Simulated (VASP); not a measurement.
Crystal: ScAl3N4.

```
CELL_PARAMETERS angstrom
0.00000 0.00000 -5.17892
3.23670 5.60612 0.00000
3.23670 -5.60612 0.00000
ATOMIC_POSITIONS crystal
Sc 0.00000 0.16667 0.33333
Sc 0.50000 0.33333 0.66667
Al 0.00000 0.16667 0.83333
Al 0.00000 0.66667 0.33333
Al 0.00000 0.66667 0.83333
Al 0.50000 0.33333 0.16667
Al 0.50000 0.83333 0.66667
Al 0.50000 0.83333 0.16667
N 0.62000 0.16667 0.33333
N 0.62000 0.16667 0.83333
N 0.62000 0.66667 0.33333
N 0.62000 0.66667 0.83333
N 0.12000 0.33333 0.66667
N 0.12000 0.33333 0.16667
N 0.12000 0.83333 0.66667
N 0.12000 0.83333 0.16667
```

The cell was built by a generator and needn't be a form met in nature.

```yaml
Program: VASP 6.6.1
Task: relaxation of cell and atoms
Functional: PBEsol
Potentials_or_basis: VASP PAW PBE potentials, release 64 (Sc_sv, Al, N)
Cutoff: 600 eV
k_mesh: 6 × 6 × 6
Occupations: gaussian, width 0.03 eV
Spin: no spin polarisation
```

At the start: pressure -3.6 GPa; volume 11.75 Å³/atom.

Q: How do energy, volume and symmetry change on relaxing?

A: Over 16 steps the energy falls by 90.9 meV/atom and the volume is 11.28 Å³/atom (-4.0 %); space group Cmc2_1 (No. 36, to 0.05 Å).

Step by step:
```tsv
step	energy change (eV)	largest force (eV/Å)	pressure (GPa)	volume (Å³)
1	0.0000	3.3381	-3.56	187.95
2	-1.2892	0.9373	0.33	180.94
3	-1.2960	0.9084	-0.09	181.41
4	-1.4069	0.3836	0.29	180.67
5	-1.4073	0.3954	0.26	180.72
6	-1.4363	0.1622	-0.28	181.04
7	-1.4414	0.2084	-0.61	181.24
8	-1.4512	0.0970	0.32	180.18
9	-1.4513	0.0904	0.26	180.25
10	-1.4533	0.0539	-0.09	180.52
11	-1.4533	0.0523	-0.05	180.49
12	-1.4537	0.0211	0.02	180.43
13	-1.4537	0.0248	0.03	180.41
14	-1.4539	0.0155	-0.01	180.45
15	-1.4539	0.0161	-0.01	180.45
16	-1.4539	0.0070	-0.01	180.44
```

Final structure:
```
CELL_PARAMETERS angstrom
0.00000 0.00000 -4.99645
3.23899 5.61010 0.00000
3.20848 -5.59248 0.00000
ATOMIC_POSITIONS crystal
Sc 0.01176 0.16117 0.32233
Sc 0.51176 0.33883 0.67767
Al 0.00248 0.16394 0.83497
Al 0.00568 0.66535 0.33070
Al 0.00248 0.67103 0.83497
Al 0.50248 0.33606 0.16503
Al 0.50568 0.83465 0.66930
Al 0.50248 0.82897 0.16503
N 0.58733 0.15876 0.31751
N 0.62471 0.15440 0.84520
N 0.62086 0.66752 0.33505
N 0.62471 0.69080 0.84520
N 0.08733 0.34124 0.68249
N 0.12471 0.34560 0.15480
N 0.12086 0.83248 0.66495
N 0.12471 0.80920 0.15480
```

Caveat: the PAW data sets were made with another functional, which shifts forces and pressure a little.
